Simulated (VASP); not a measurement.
A run of VASP 6.6.1:

POSCAR

```
CdS
1.0
    0.0000000000      2.9165000000      2.9165000000
    2.9165000000      0.0000000000      2.9165000000
    2.9165000000      2.9165000000      0.0000000000
Cd S
1 1
Direct
    0.0000000000      0.0000000000      0.0000000000
    0.7500000000      0.7500000000      0.7500000000
```

The input INCAR.step1:

```
PREC = Accurate
ENCUT = 520
EDIFF = 1E-5
ISMEAR = 0
SIGMA = 0.02
LREAL = F
LASPH = T
NELM = 80
ALGO = Normal
ISIF = 2
LWAVE = T
LCHARG = F
GGA = PE
```

File INCAR.step2:

```
PREC = Accurate
ENCUT = 520
EDIFF = 1E-6
ISMEAR = 0
SIGMA = 0.02
LREAL = F
LASPH = T
NELM = 80
ALGO = Normal
ISIF = 2
LWAVE = F
LCHARG = F
GGA = PE
LHFCALC = T
HFSCREEN = 0.2
PRECFOCK = Fast
ISTART = 1
```

KPOINTS

```
Automatic mesh
0
Gamma
  6 6 6
```

File KPOINTS_OPT:

```
path GXWKGLUWLK,UX
8
line-mode
reciprocal
 0.0000000000  0.0000000000  0.0000000000  G
 0.5000000000  0.0000000000  0.5000000000  X

 0.5000000000  0.0000000000  0.5000000000  X
 0.5000000000  0.2500000000  0.7500000000  W

 0.5000000000  0.2500000000  0.7500000000  W
 0.3750000000  0.3750000000  0.7500000000  K

 0.3750000000  0.3750000000  0.7500000000  K
 0.0000000000  0.0000000000  0.0000000000  G

 0.0000000000  0.0000000000  0.0000000000  G
 0.5000000000  0.5000000000  0.5000000000  L

 0.5000000000  0.5000000000  0.5000000000  L
 0.6250000000  0.2500000000  0.6250000000  U

 0.6250000000  0.2500000000  0.6250000000  U
 0.5000000000  0.2500000000  0.7500000000  W

 0.5000000000  0.2500000000  0.7500000000  W
 0.5000000000  0.5000000000  0.5000000000  L

 0.5000000000  0.5000000000  0.5000000000  L
 0.3750000000  0.3750000000  0.7500000000  K

 0.6250000000  0.2500000000  0.6250000000  U
 0.5000000000  0.0000000000  0.5000000000  X
```

Potentials or basis: VASP PAW PBE potentials, release 64 (Cd, S).

Command:

```sh
$ cat potpaw_PBE.64/Cd/POTCAR potpaw_PBE.64/S/POTCAR > POTCAR
$ cp INCAR.step1 INCAR
$ mpirun -np 1 vasp_std > vasp.out
$ cp INCAR.step2 INCAR
$ mpirun -np 1 vasp_std > vasp.out
```

Hardware: 1 thread of Intel(R) Xeon(R) 6975P-C (Granite Rapids), on a shared host.

Task: Estimate the wall time of this run.

Result: Wall time 39 min on 1 thread of Intel(R) Xeon(R) 6975P-C (Granite Rapids), on a shared host, peak memory 0.34 GiB. Counts: scf iterations 49, k points 16.
